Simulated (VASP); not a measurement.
A VASP calculation is set up with these files.

**POSCAR**
```
BBi
1
    0.0000000000     2.4303390043     2.4303390043
    2.4303390043     0.0000000000     2.4303390043
    2.4303390043     2.4303390043     0.0000000000
B Bi
1 1
Direct
  1.0000000000   1.0000000000   1.0000000000
  0.5000000000   0.5000000000   0.5000000000
```

**INCAR**
```
LASPH = .TRUE.   # aspherical one-centre terms
LWAVE = .FALSE.
IBRION = 2   # conjugate gradients
LREAL = .FALSE.   # projection in real space or not
SYSTEM = BBi
ALGO = Normal   # blocked Davidson
ISIF = 3   # ions, shape and volume
ENCUT = 620
EDIFFG = -0.02
ISMEAR = 1   # Methfessel-Paxton
LMAXMIX = 4
PREC = Accurate
PSTRESS = 300   # kbar
GGA = PS   # PBEsol
SIGMA = 0.1   # width (eV)
LCHARG = .FALSE.
NSW = 40
EDIFF = 1E-6
NELM = 100
```

**KPOINTS**
```
Regular mesh
0
G
 13 13 13
```

POTCAR, in this order: B Bi_d (PBE.64 set). Program: vasp_std.

Task: Translate this PBEsol calculation to Ansatz.

Result: One equivalent input (not run):
Ansatz 0.2 input:
```yaml
crystal:
  lattice:
    - [0.0000000, 2.4303390, 2.4303390]
    - [2.4303390, 0.0000000, 2.4303390]
    - [2.4303390, 2.4303390, 0.0000000]
  atoms:
    - { symbol: B, position: [1.0000000, 1.0000000, 1.0000000] }
    - { symbol: Bi, position: [0.5000000, 0.5000000, 0.5000000] }
kpoints:
  mp_grid: { grid: [13, 13, 13] }
hamiltonian:
  xc: pbesol
  pseudopotentials: { kind: paw }
scf:
  occupations: { method: methfessel_paxton, width: 0.1 }
  max_iter: 100
relax:
  max_steps: 40
  f_tol: 0.02
  cell: { p_target: 30 }
output: { forces: true, stress: true, eigenvalues: true }
```
Limits of the translation: each code has its own PAW files, so the cut-off isn't converted (ENCUT is set for VASP's; basis.ecutwfc is left out, and Ansatz then takes the one that its files recommend); Ansatz stops its SCF on the density residual and VASP on the energy change (EDIFF).

The structure was generated: BBi was put into the rock salt type (Fm-3m), which need not be its known phase. It was relaxed first under an external pressure of 30 GPa.
